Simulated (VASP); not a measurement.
Energy against volume of CdSe (zinc blende). All values below come from vdW-DF-cx, VASP's PBE PAW potentials (set 64) (plane waves; VASP 6.6.1).

```csv
V (Å³/atom),E (eV/atom)
26.917,-0.35048
27.776,-0.36448
28.635,-0.36883
29.494,-0.36504
30.353,-0.35440
```

Question: Fit a third-order Birch-Murnaghan equation of state.

Answer: 
| Quantity | Result |
|---|---|
| volume per atom | 28.64 Å^3/atom |
| bulk modulus | 50.4 GPa |
| pressure derivative of the bulk modulus | 4.72 |
| lattice constant a | 11.563 bohr |

Measured: a 6.077 Å (computed value off by +0.7 %), as given by arXiv:1206.3780. The calculation is for a static lattice, while the measured a holds thermal and zero-point effects, which are part of the difference.

The compound is CdSe in the zinc blende structure, whereas wurtzite is the usual form. It was relaxed first.
